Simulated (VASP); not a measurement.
OSZICAR of a VASP run on Hf (hcp):

File OSZICAR:
```
       N       E                     dE             d eps       ncg     rms          rms(c)
DAV:   1     0.471382361470E+02    0.47138E+02   -0.11760E+04  3820   0.136E+03
DAV:   2    -0.184777277181E+02   -0.65616E+02   -0.64595E+02  4728   0.267E+02
DAV:   3    -0.204798629040E+02   -0.20021E+01   -0.19793E+01  5154   0.305E+01
DAV:   4    -0.204979686254E+02   -0.18106E-01   -0.18064E-01  4356   0.363E+00
DAV:   5    -0.204982618489E+02   -0.29322E-03   -0.29294E-03  5224   0.369E-01    0.637E+01
DAV:   6    -0.199368555661E+02    0.56141E+00   -0.55136E-01  4026   0.571E+00    0.376E+01
DAV:   7    -0.197479422304E+02    0.18891E+00   -0.89417E-01  4040   0.699E+00    0.204E+00
DAV:   8    -0.197374222820E+02    0.10520E-01   -0.61053E-02  4194   0.190E+00    0.298E-01
DAV:   9    -0.197375156579E+02   -0.93376E-04   -0.12192E-03  5250   0.283E-01    0.207E-01
DAV:  10    -0.197375045698E+02    0.11088E-04   -0.55986E-05  4348   0.602E-02    0.259E-01
DAV:  11    -0.197375068353E+02   -0.22654E-05   -0.63588E-06  4994   0.200E-02    0.135E-02
DAV:  12    -0.197375070949E+02   -0.25964E-06   -0.53801E-07  4612   0.566E-03    0.959E-03
DAV:  13    -0.197375069310E+02    0.16395E-06   -0.26343E-08  2934   0.146E-03    0.404E-03
DAV:  14    -0.197375068563E+02    0.74684E-07   -0.72905E-09  2712   0.775E-04
   1 F= -.19737507E+02 E0= -.19737507E+02  d E =0.000000E+00
```

Q: Which electronic solver shows in the log?

A: It is blocked Davidson (ALGO = Normal, or the opening steps of other solvers). The INCAR had ALGO = Normal.

Q: Can the final energy be trusted as converged?

A: The calculation finished and met its thresholds. It stopped with EDIFF = 1E-7, NELM = 100 (PW91 GGA, plane waves, VASP's PBE PAW potentials (set 64)).

The compound is Hf in the hcp structure. It was relaxed first.
